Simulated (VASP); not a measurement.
Given:

```xyz
3
Lattice="0.0000 2.6353 2.6353 2.6353 0.0000 2.6353 2.6353 2.6353 0.0000" Properties=species:S:1:pos:R:3 pbc="T T T"
Co     0.0000     0.0000     0.0000
Si     1.3177     1.3177     1.3177
Si     3.9530     3.9530     3.9530
```

These are PBEsol GGA, VASP's PBE PAW potentials (set 64) (plane waves; VASP 6.6.1) values and carry that method's errors. Run with 500 eV cut-off, 10×10×10 Γ-centred mesh, first-order Methfessel-Paxton smearing of 0.10 eV, potentials Co Si.

Question: Estimate the energy per atom (σ→0), pressure, band gap (on the k-mesh) with the smallest direct gap where there is one.

Answer: 
```
Quantity                                                    Result
------------------------  ----------------------------------------
band gap (on the k-mesh)  none (metal, semimetal or under 0.01 eV)
energy per atom (σ→0)                               -6.990 eV/atom
pressure                                                  4.98 GPa
```

Only differences to runs with the same potentials and settings are physical.

The compound is CoSi2 in the fluorite structure. It was relaxed first under an external pressure of 5 GPa. The run is not spin-polarised, so no magnetic state was tried. The electron count is odd and the run is not spin-polarised, which forces a metal.
